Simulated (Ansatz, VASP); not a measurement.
# Cross-check of TiSi2 between VASP and Ansatz

Aim: how closely do two programs agree when they are given the same cell, functional and k mesh? The structure shown is the start of the Ansatz relaxation below; VASP solves that cell, so the two are compared at the walk's first step.

Calculated with Ansatz 0.2.0; plane waves, with VASP 6.6.1 beside it; single point at LDA.

## 1. The starting structure

Symmetry: Cmcm, No. 63, orthorhombic system. Conventional cell: a = 3.383 Å, b = 12.651 Å, c = 3.433 Å, α = 90.00°, β = 90.00°, γ = 90.00°. Nearest to Si lie 2 Si at 2.32 Å and 6 Ti at 2.46 to 2.67 Å. Nearest to Si lie 4 Si at 2.41 Å and 4 Ti at 2.54 Å. Nearest to Ti lie 10 Si at 2.46 to 2.67 Å. Farther neighbours are not listed.

## 2. Ansatz: relaxation, LDA

Ansatz runs on its PAW soft_1 files.

The two programs are compared at the cell with which this relaxation starts, whose forces are those of its first step.

The input, input.yaml:

```yaml
crystal:
  lattice:
    - [1.6913820707, -6.3255084446, 0.0]
    - [1.6913820707, 6.3255084446, 0.0]
    - [0.0, 0.0, 3.4326646527]
  atoms:
    - { symbol: Si, position: [0.5619568762, 0.4380431238, 0.75] }
    - { symbol: Si, position: [0.4380431238, 0.5619568762, 0.25] }
    - { symbol: Si, position: [0.249342698, 0.750657302, 0.75] }
    - { symbol: Si, position: [0.750657302, 0.249342698, 0.25] }
    - { symbol: Ti, position: [0.8990378636, 0.1009621364, 0.75] }
    - { symbol: Ti, position: [0.1009621364, 0.8990378636, 0.25] }
kpoints:
  mp_grid: { grid: [12, 12, 12] }
hamiltonian:
  xc: lda
  pseudopotentials: { kind: paw, azcp: { folder: soft_1 }, xc_functional: pbe }
scf:
  occupations: { method: methfessel_paxton, width: 0.2 }
output:
  forces: true
  stress: true
  eigenvalues: true
relax:
  adjacent_minimum: "off"
  f_tol: 0.001
  max_steps: 60
  cell: { stress_tol: 0.01, fix: [volume] }
```

Started as:

```
$ ansatz run input.yaml --threads 4 --pin off --max-ram 16384MiB --backend cpu --events-out ev --progress --plain --runs-dir out
```

Numbers of over 12 decimals in the logs are rounded to 6 here.

Log:

```text
Engine: ansatz 0.2.0, x86_64-unknown-linux-gnu
Pseudopotentials: kind: paw
Pseudopotential: Si, paw, valence charge 4, recommended cutoff 420 eV (normal), soft_1/Si.paw.azcp
Pseudopotential: Ti, paw, valence charge 12, recommended cutoff 420 eV (normal), soft_1/Ti.paw.azcp
Functional definition: SPW92
  exchange = slater_x
  correlation = pw_c
Crystal: 6 atoms, lattice volume = 73.451 Å³
Basis set: ecut = 420 eV, 1447 PW (Γ)
Bands: 26, of which v1, the nominal top of the filled ones, is band 20 counted from 1 (19 counted from 0)
Symmetry: 8 space group operations
Space group: Cmcm (ITA 63), of the structure as read, at distance tolerance 4.2e-5 Å
k-points: 301 of 1728
Non-local potential: Si, projectors of the file, l = 0: 2, l = 1: 2, l = 2: 1
Non-local potential: Ti, projectors of the file, l = 0: 3, l = 1: 2, l = 2: 3, l = 3: 1
PAW form: soft (Blöchl's): semilocal exchange-correlation on the pseudo side does not see the compensation charge
PAW frozen core: Si, regenerated for the run's functional, and the local potential with it (the file was generated under x = pbe(κ = 0.804, μ = 0.219515), c = pbe(β = 0.066725))
PAW frozen core: Ti, regenerated for the run's functional, and the local potential with it (the file was generated under x = pbe(κ = 0.804, μ = 0.219515), c = pbe(β = 0.066725))
PAW one-centre angular grid: Si, 110 points (default); XC on 64 Gauss nodes
PAW one-centre angular grid: Ti, 590 points (default); XC on 64 Gauss nodes
Initial density: superposition of atomic densities (chi_scale 0.1, normalization cell, long waves kept (reshape's long-wave potential 0.03 eV rms))
Initial wavefunctions: pseudopotential atomic-orbital guess
Functional: x = slater, c = lda
SCF iter   1: F=—  HF=-7339.687447 eV  |F-HF|=—  |Δ(HF+E_count)|=         —  Δρ=4.26e-2  dr2=3.58e0  ethr=3.10e-3  ⟨swp⟩=6.1  Hψ=36513  notcnv=0
preconditioner: auto → Kerker (q_TF=auto, 2.465 Å⁻¹)  [metal: Δε(μ)=0.010 eV  Ē_g=6.980 eV  σ=0.200 eV  W_gap=0.04  n_scr=18 (ndim 8)  ℏωp=21.2 eV  f_vac=0.000  D(μ)=1.47/eV (n_scr^D=4)]
SCF iter   2: F=—  HF=-7339.180242 eV  |F-HF|=—  |Δ(HF+E_count)|=   5.07e-1  S|Δr|=    0.00e0  Δρ=2.60e-2  dr2=1.35e0  ethr=3.10e-3  ⟨swp⟩=2.0  Hψ=11632  notcnv=0  defer=251
SCF iter   3: F=—  HF=-7338.856890 eV  |F-HF|=—  |Δ(HF+E_count)|=   3.23e-1  S|Δr|=    0.00e0  Δρ=3.32e-3  dr2=2.10e-2  ethr=3.10e-3  ⟨swp⟩=2.4  Hψ=12164  notcnv=0  defer=251
SCF iter   4: F=—  HF=-7338.852246 eV  |F-HF|=—  |Δ(HF+E_count)|=   4.64e-3  S|Δr|=    0.00e0  Δρ=1.26e-3  dr2=1.45e-3  ethr=5.26e-5  ⟨swp⟩=2.2  Hψ=12813  notcnv=0  defer=236
SCF iter   5: F=—  HF=-7338.851923 eV  |F-HF|=—  |Δ(HF+E_count)|=   3.23e-4  S|Δr|=    0.00e0  Δρ=2.48e-4  dr2=6.74e-5  ethr=3.62e-6  ⟨swp⟩=2.0  Hψ=9910  notcnv=0  defer=236
SCF iter   6: F=—  HF=-7338.851908 eV  |F-HF|=—  |Δ(HF+E_count)|=   1.54e-5  S|Δr|=    0.00e0  Δρ=4.22e-5  dr2=1.07e-6  ethr=1.68e-7  ⟨swp⟩=2.3  Hψ=10687  notcnv=0  defer=234
SCF iter   7: F=-7338.851908 eV  HF=-7338.851908 eV  |F-HF|=3.00e-8  |Δ(HF+E_count)|=   4.35e-7  S|Δr|=    0.00e0  Δρ=9.93e-6  dr2=4.24e-8  ethr=2.50e-10  ⟨swp⟩=8.9  Hψ=38375  notcnv=0
SCF 1 converged in 7 iterations: F = -7338.851908 eV  dr2 = 4.24e-8
  greatest PAW one-centre occupation: 0.998 electrons in one spin orbital (limit 2), on the Ti atom at site 5 (counted from 0), in its partial waves of l = 0
relax step   1: F+E_penalty+E_count = -7338.85190757 eV  Δ(F+E_penalty+E_count) = +0.000e0 eV  max|allowed force component| = 8.471e-2 eV/Å  Δτ_max = 0.0000 Å  P = +19.252 GPa  Ω = 73.451 Å³  fix = [volume]  reactions: volume +19.252 GPa  (7 SCF iters, dr2 threshold 1.00e-7 eV, accepted)
[...]
relax step   3: F+E_penalty+E_count = -7338.85325216 eV  Δ(F+E_penalty+E_count) = -1.605e-4 eV  max|allowed force component| = 1.959e-2 eV/Å  Δτ_max = 0.0022 Å  P = +18.993 GPa  Ω = 73.451 Å³  energy of the carried Pulay correction = -5.959e-18 eV  fix = [volume]  reactions: volume +18.993 GPa  (3 SCF iters, dr2 threshold 1.85e-7 eV, accepted)
[...]
relax step   4: F+E_penalty+E_count = -7338.85328039 eV  Δ(F+E_penalty+E_count) = -2.823e-5 eV  max|allowed force component| = 8.595e-4 eV/Å  Δτ_max = 0.0012 Å  P = +18.979 GPa  Ω = 73.451 Å³  energy of the carried Pulay correction = +7.945e-18 eV  fix = [volume]  reactions: volume +18.979 GPa  (4 SCF iters, dr2 threshold 2.40e-8 eV, accepted)
[...]
relax step   5: F+E_penalty+E_count = -7338.85328054 eV  Δ(F+E_penalty+E_count) = -1.513e-7 eV  max|allowed force component| = 2.191e-4 eV/Å  Δτ_max = 0.0000 Å  P = +18.979 GPa  Ω = 73.451 Å³  energy of the carried Pulay correction = +3.973e-18 eV  fix = [volume]  reactions: volume +18.979 GPa  (3 SCF iters, dr2 threshold 2.95e-10 eV, accepted)
[...]
relax step   6: F+E_penalty+E_count = -7338.85328047 eV  Δ(F+E_penalty+E_count) = +7.167e-8 eV  max|allowed force component| = 2.104e-4 eV/Å  Δτ_max = 0.0000 Å  P = +18.979 GPa  Ω = 73.451 Å³  fix = [volume]  reactions: volume +18.979 GPa  stress off target by 4.99e-3 GPa on what of the cell is left free  SCF on the basis re-selected at this cell (its energy is not comparable with the rows above)  (5 SCF iters)
basis re-selected at this cell: Δ(F+E_penalty+E_count) = +7.167e-8 eV, ΔP = +0.000 GPa vs the last step (what re-selecting the basis moved, of the pressure what is left beyond the Pulay correction that the steps carried, after the strain that the cell walked since its last selection, with what the two solves' SCF thresholds leave and, on support functions, any second-order correction that the steps lacked; it is no m [...]
SCF converged after 5 iterations
Stability not checked: this state was not tested for a lower state beside it, because cold or Methfessel-Paxton smearing, or corrected tetrahedra, fill the levels in a way that the test cannot read (fill_not_monotonic; see scf.lower_state_search)
Free energy (F): -7338.853280 eV
Harris-Foulkes:  -7338.853280 eV  (|F-HF|=0.00e0)
Internal energy: -7338.853581 eV  (E = F + TS)
E sigma→0 (E₀):  -7338.853356 eV
Entropy (-TS):   0.000300 eV (0.050 meV/atom)
Fermi energy:    14.996760 eV
Step filling:    the computed levels leave a gap of 0.0043 eV = 0.0 smearing widths at the electron count; against every level under it full and every level over it empty, smearing changes F+E_penalty+E_count by +0.237 meV and its σ→0 estimate by +0.161 meV
--- Per-component energies (eV) ---
  E_band       = -138.959641
  E_kinetic    = 758.739062
  E_local      = -2039.102416  (includes V_loc(G=0)·N_el)
  E_nonlocal   = 230.155325
  E_hartree    = 888.301608
  E_xc         = -470.197051
  E_vxc        = -502.937237  (∫ρ·V_xc dr)
  E_paw        = -3931.085984  (= ΣΔE_a)
  E_vpaw       = -362.417569  (= ΣTr[D̂ρ^β])
  E_aug_tail   = -0.000030  (compensation charges beyond the density's cutoff)
  E_ewald      = -2776.653320
  E_core_change = 0.989225  (= ΣΔE_core)
  E_smearing   = 0.000300  (= −TS)
  E_closure    = 0.000000  (closes the sum)
  Σ components = -7338.853280   (vs F -7338.853280, Δ=0.00e0)
--- Forces (eV/Å), atoms counted from 1 ---
  atom   1  Si     0.00000000     0.00021045     0.00000000
  atom   2  Si     0.00000000    -0.00021045     0.00000000
  atom   3  Si     0.00000000    -0.00001205     0.00000000
  atom   4  Si     0.00000000     0.00001205     0.00000000
  atom   5  Ti     0.00000000     0.00011788     0.00000000
  atom   6  Ti     0.00000000    -0.00011788     0.00000000
  max |Σ_I F_I| component: 1.36e-20 eV/Å
--- Stress (GPa, compression-positive) ---
       18.983942       0.000000       0.000000
        0.000000      18.976269       0.000000
        0.000000       0.000000      18.976645
  P = ⅓ Tr σ = 18.9790 GPa (189.790 kbar)
--- Band table (eV; the first three rows and the last of 301) ---
  k-point 0: bands = [... 16 lower, 12.6725, 12.8899, 13.0737, 15.3559, 15.8629, 15.9148, 16.1411, 16.3676, ... 2 higher]
  k-point 1: bands = [... 16 lower, 12.7051, 12.8624, 13.2706, 15.1859, 15.5521, 15.7894, 16.5408, 16.6740, ... 2 higher]
  k-point 2: bands = [... 16 lower, 12.7930, 12.9667, 13.7463, 14.8372, 15.2609, 15.5724, 16.9907, 17.0059, ... 2 higher]
  k-point 300: bands = [... 16 lower, 12.5534, 12.5534, 13.9584, 13.9584, 15.9023, 15.9023, 16.8696, 16.8696, ... 2 higher]
--- Relaxed structure (5 steps of the walk, 5 accepted, 1 SCFs on fresh bases) ---
  F+E_penalty+E_count = -7338.85328047 eV   max|allowed force component| = 2.104e-4 eV/Å   (the final SCF, on the basis selected at the relaxed cell)
  cell:  # Å, volume = 73.4511 Å³
    - [1.693651, -6.308298, 0.0]
    - [1.693651, 6.308298, 0.0]
    - [0.0, 0.0, 3.437418]
  atoms:
    - { symbol: Si, position: [0.562516, 0.437484, 0.75] }
    - { symbol: Si, position: [0.437484, 0.562516, 0.25] }
    - { symbol: Si, position: [0.249303, 0.750697, 0.75] }
    - { symbol: Si, position: [0.750697, 0.249303, 0.25] }
    - { symbol: Ti, position: [0.899392, 0.100608, 0.75] }
    - { symbol: Ti, position: [0.100608, 0.899392, 0.25] }
```

## 3. VASP: single point, LDA, start cell, pair 1

The same cell, functional (in two slightly different forms), mesh and smearing now go to VASP, with its own data sets.

Lines of VASP's logs that name or quote its potential files are left out, and so is its time.

The input, INCAR:

```
SYSTEM = TiSi2
PREC = Accurate
ENCUT = 400
EDIFF = 1E-06
NELM = 120
ISMEAR = 1
SIGMA = 0.2
LREAL = .FALSE.
ALGO = Normal
GGA = CA
NBANDS = 26
LASPH = .TRUE.
LORBIT = 11
LWAVE = .FALSE.
LCHARG = .FALSE.
ISIF = 2
GGA_COMPAT = .FALSE.
KPAR = 2
```

The input, POSCAR:

```
TiSi2
1.0
    1.6913820000     -6.3255080000      0.0000000000
    1.6913820000      6.3255080000      0.0000000000
    0.0000000000      0.0000000000      3.4326650000
Si Ti
4 2
Direct
    0.5619568420      0.4380431580      0.7499997815
    0.4380431580      0.5619568420      0.2499999272
    0.2493426615      0.7506573385      0.7499997815
    0.7506573385      0.2493426615      0.2499999272
    0.8990379113      0.1009620887      0.7499997815
    0.1009620887      0.8990379113      0.2499999272
```

The input, KPOINTS:

```
Automatic mesh
0
Gamma
12 12 12
0 0 0
```

Potentials, in the order of the species: Si and Ti_sv (LDA family, release 64).

Started as:

```
$ mpirun -np 2 vasp_std
```

Log:

```text
[banner, memory and clock lines left out]
running    2 mpi-ranks, on    1 nodes
 distrk:  each k-point on    1 cores,    2 groups
 distr:  one band on    1 cores,    1 groups

 POSCAR found type information on POSCAR SiTi
 POSCAR found :  2 types and       6 ions
 LDA part: xc-table for (Slater(with rela. corr.)+CA(PZ))
 , standard interpolation
 POSCAR, INCAR and KPOINTS ok, starting setup
 FFT: planning ... GRIDC
 FFT: planning ... GRID_SOFT
 FFT: planning ... GRID
 WAVECAR not read
 entering main loop
       N       E                     dE             d eps       ncg     rms          rms(c)
DAV:   1     0.353976183033E+03    0.35398E+03   -0.16678E+04 15668   0.140E+03
DAV:   2    -0.301054825430E+01   -0.35699E+03   -0.35062E+03 15782   0.428E+02
DAV:   3    -0.450051082309E+02   -0.41995E+02   -0.41448E+02 27890   0.123E+02
DAV:   4    -0.475370190041E+02   -0.25319E+01   -0.25219E+01 20756   0.286E+01
DAV:   5    -0.476694768098E+02   -0.13246E+00   -0.13241E+00 24806   0.587E+00    0.228E+01
DAV:   6    -0.450070134726E+02    0.26625E+01   -0.30334E+01 21340   0.431E+01    0.798E+00
DAV:   7    -0.446343833436E+02    0.37263E+00   -0.66795E+00 20704   0.201E+01    0.673E+00
DAV:   8    -0.445382070597E+02    0.96176E-01   -0.65234E-01 20994   0.628E+00    0.101E+00
DAV:   9    -0.445423389412E+02   -0.41319E-02   -0.54406E-02 23212   0.156E+00    0.631E-01
DAV:  10    -0.445427469932E+02   -0.40805E-03   -0.68372E-03 21990   0.719E-01    0.191E-01
DAV:  11    -0.445427878711E+02   -0.40878E-04   -0.68540E-04 20810   0.216E-01    0.236E-02
DAV:  12    -0.445427829151E+02    0.49559E-05   -0.59365E-05 24100   0.542E-02    0.883E-03
DAV:  13    -0.445427825286E+02    0.38652E-06   -0.42674E-06 17538   0.182E-02
   1 F= -.44542783E+02 E0= -.44542799E+02  d E =0.490330E-04
```

Parts of OUTCAR (step 3):

```text
ion  position               nearest neighbor table
   1  0.562  0.438  0.750-   2 2.32   2 2.32   6 2.46   6 2.46   6 2.46   6 2.46   5 2.67   5 2.67
                             3 2.91   3 2.91   4 2.94   4 2.94
   2  0.438  0.562  0.250-   1 2.32   1 2.32   5 2.46   5 2.46   5 2.46   5 2.46   6 2.67   6 2.67
                             4 2.91   4 2.91   3 2.94   3 2.94
   3  0.249  0.751  0.750-   4 2.41   4 2.41   4 2.41   4 2.41   5 2.54   5 2.54   6 2.54   6 2.54
                             1 2.91   1 2.91   2 2.94   2 2.94
   4  0.751  0.249  0.250-   3 2.41   3 2.41   3 2.41   3 2.41   6 2.54   6 2.54   5 2.54   5 2.54
                             2 2.91   2 2.91   1 2.94   1 2.94
   5  0.899  0.101  0.750-   2 2.46   2 2.46   2 2.46   2 2.46   3 2.54   3 2.54   4 2.54   4 2.54
                             1 2.67   1 2.67
   6  0.101  0.899  0.250-   1 2.46   1 2.46   1 2.46   1 2.46   4 2.54   4 2.54   3 2.54   3 2.54
                             2 2.67   2 2.67

  LATTYP: Found a base centered orthorhombic cell.
 ALAT       =     3.3827640000
 B/A-ratio  =     3.7398458775
 C/A-ratio  =     1.0147515464

 Subroutine GETGRP returns: Found  8 space group operations
 (whereof  4 operations were pure point group operations)

The static configuration has the point symmetry C_2h.
 The point group associated with its full space group is D_2h.

 Found    301 irreducible k-points:

   k-points           NKPTS =    301   k-points in BZ     NKDIM =    301   number of bands    NBANDS=     26

   dimension x,y,z NGX =    48 NGY =   48 NGZ =   24
   dimension x,y,z NGXF=    96 NGYF=   96 NGZF=   48

   ENCUT  =  400.0 eV  29.40 Ry    5.42 a.u.  10.68 10.68  5.60*2*pi/ulx,y,z

   NELECT =      40.0000    total number of electrons

 k-points in reciprocal lattice and weights: Automatic mesh
   0.00000000  0.00000000  0.00000000       0.001
   0.08333333  0.00000000  0.00000000       0.002
   0.16666667  0.00000000  0.00000000       0.002
   0.25000000  0.00000000  0.00000000       0.002
   0.33333333  0.00000000  0.00000000       0.002
   0.41666667  0.00000000  0.00000000       0.002
   0.50000000  0.00000000  0.00000000       0.001
   0.08333333  0.08333333  0.00000000       0.001
   0.16666667  0.08333333  0.00000000       0.002
[...]
-0.41666667  0.41666667  0.50000000       0.001
   0.50000000  0.50000000  0.50000000       0.001

 average (electrostatic) potential at core
       1 -78.6866       2 -78.6866       3 -78.7881       4 -78.7881       5 -67.8078
       6 -67.8078

 E-fermi :  12.4084

 k-point     1 :       0.0000    0.0000    0.0000
  band No.  band energies     occupation
    ...
     15       9.4795      2.00000
     16       9.8325      2.00000
     17      10.0488      2.00000
     18      10.3038      2.00000
     19      10.4789      2.00000
     20      12.7874     -0.02209
     21      13.2843     -0.00000
     22      13.3386     -0.00000
     23      13.5655     -0.00000
     24      13.8173     -0.00000
    ...

 k-point     2 :       0.0833    0.0000    0.0000
  band No.  band energies     occupation
    ...
     15       9.2111      2.00000
     16       9.7469      2.00000
     17       9.9570      2.00000
     18      10.4719      2.00000
     19      10.7480      2.00000
     20      12.8165     -0.01398
     21      12.9299     -0.00141
     22      13.4368     -0.00000
     23      13.5993     -0.00000
     24      13.7045     -0.00000
    ...

 k-point     3 :       0.1667    0.0000    0.0000
  band No.  band energies     occupation
    ...
     16       9.5796      2.00000
     17       9.7643      2.00000
     18      10.6959      2.00000
     19      11.1309      2.00000
     20      12.2181      2.03863
     21      13.0537     -0.00005
     22      13.4457     -0.00000
     23      13.5550     -0.00000
     24      13.6709     -0.00000
     25      14.5395     -0.00000
    ...

  Total        8.8593300      8.5418035      9.0397354      0.0000000      0.0000000      0.0000000
  in kB      193.2470758    186.3209230    197.1822289      0.0000000      0.0000000      0.0000000
  external PRESSURE =     192.2500759 kB  Pullay stress =       0.0000000 kB

  energy-cutoff  :      400.00
  volume of cell :       73.45
      direct lattice vectors                 reciprocal lattice vectors
     1.691382000 -6.325508000  0.000000000     0.295616248 -0.079045035  0.000000000
     1.691382000  6.325508000  0.000000000     0.295616248  0.079045035  0.000000000
     0.000000000  0.000000000  3.432665000     0.000000000  0.000000000  0.291318844

 POSITION                                       TOTAL-FORCE (eV/Angst)
 -----------------------------------------------------------------------------------
      1.69138     -0.78382      2.57450         0.000000     -0.080190     -0.000000
      1.69138      0.78382      0.85817         0.000000      0.080190     -0.000000
      1.69138      3.17107      2.57450         0.000000      0.006276     -0.000000
      1.69138     -3.17107      0.85817         0.000000     -0.006276      0.000000
      1.69138     -5.04824      2.57450         0.000000     -0.062536      0.000000
      1.69138      5.04824      0.85817         0.000000      0.062536     -0.000000
 -----------------------------------------------------------------------------------
    total drift:                                0.000000     -0.000503      0.001791

  FREE ENERGIE OF THE ION-ELECTRON SYSTEM (eV)
  ---------------------------------------------------
  free  energy   TOTEN  =       -44.5427825286 eV

  energy  without entropy=      -44.5428315616  energy(sigma->0) =      -44.54279887

 total charge
# of ion       s       p       d       tot
------------------------------------------
    1        0.781   0.997   0.000   1.778
    2        0.781   0.997   0.000   1.778
    3        0.755   0.979   0.000   1.734
    4        0.755   0.979   0.000   1.734
    5        2.189   6.200   2.318  10.706
    6        2.189   6.200   2.318  10.706
--------------------------------------------------
tot          7.448  16.352   4.636  28.437

[... 3 further parts left out ...]
```

The run ends at a pressure of 19.23 GPa, with forces up to 0.080 eV/Å.

## 4. Comparison

Known differences besides the potentials themselves: the two LDA forms differ slightly; the cutoff is 420 eV in Ansatz and 400 eV in VASP; VASP's log shows a relativistic correction to its local exchange, Ansatz's none. Total energies have different zeros and are not compared.

Forces (eV/Å; atoms numbered as in POSCAR):

| atom | Ansatz x, y, z | VASP x, y, z |
| --- | --- | --- |
| Si1 | 0.000, -0.085, 0.000 | 0.000, -0.080, 0.000 |
| Si2 | 0.000, 0.085, 0.000 | 0.000, 0.080, 0.000 |
| Si3 | 0.000, 0.006, 0.000 | 0.000, 0.006, 0.000 |
| Si4 | 0.000, -0.006, 0.000 | 0.000, -0.006, 0.000 |
| Ti5 | 0.000, -0.061, 0.000 | 0.000, -0.063, 0.000 |
| Ti6 | 0.000, 0.061, 0.000 | 0.000, 0.063, 0.000 |

The forces differ by 1.6 meV/Å r.m.s., which is 4.7 % of the r.m.s. force of 0.034 eV/Å (both taken over all components).

## 5. Other set-ups

Further runs change the set-up of one program: Ansatz's method, potentials or start, or VASP's data sets, cutoff or form of LDA. The table gives that difference for each run.

| run | r.m.s. force difference (meV/Å) |
| --- | --- |
| as above | 1.6 |
| VASP with a cutoff of 500 eV (perhaps on Ansatz's relaxed cell) | 1.2 |

(Part 1 of 2 ends here.)

[Lines on the potential files, build, host, timing and source positions are cut from VASP's logs without a mark.]

[Logs are printed without paths, hosts, clocks, repeated set-up lines and the standing remarks that a program may print on its own settings, such as how far it seeks lower states.]

[Hosts, paths, dates, database ids (printed as entryN), source tags and the programs' standing remarks are cut or masked in the printed files.]

[Rows of further runs with another cutoff or data set may stand on the cell that Ansatz relaxed, not on the start cell of the pair above them.]
